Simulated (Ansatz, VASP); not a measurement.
## Two plane-wave programs on Ta3Cu

```
Ta Cu
1.0
    -2.00651    2.00651    4.20817
     2.00651   -2.00651    4.20817
     2.00651    2.00651   -4.20817
Ta Cu
3 1
Direct
  0.50000 0.50000 0.00000
  0.25000 0.75000 0.50000
  0.75000 0.25000 0.50000
  0.00000 0.00000 0.00000
```

The cell comes from a database or a generator and needn't be the stable form of this composition.

Alike in both runs: task single point; functional PBE; k mesh 9 × 9 × 9; occupations fermi-dirac, width 0.05 eV; no spin polarisation.

|  | VASP | Ansatz |
| --- | --- | --- |
| version | VASP 6.6.1 | Ansatz 0.2.0 |
| potentials or method | VASP PAW PBE potentials, release 64 (Ta_pv, Cu) | Ansatz PAW |
| plane-wave cutoff (eV) | 520 | 420 |
| valence electrons in the cell | 44 | 58 |

VASP gave:

* gap on the k mesh at the Fermi level (eV): none
* pressure (GPa): 0.7
* largest component of the traceless stress (GPa): 0.35

**Question.** What did Ansatz give for the same quantities?

**Answer.** gap on the k mesh at the Fermi level (eV): none; pressure (GPa): 0.5; largest component of the traceless stress (GPa): 0.24.

A gap of «none» marks a metal or a gap that the smearing closes. The functional is the same, so the differences come from potentials, cutoffs and numerics. The two sets of potentials don't hold the same shells in valence.

Spin-orbit coupling is left out, which matters for the levels of Ta.
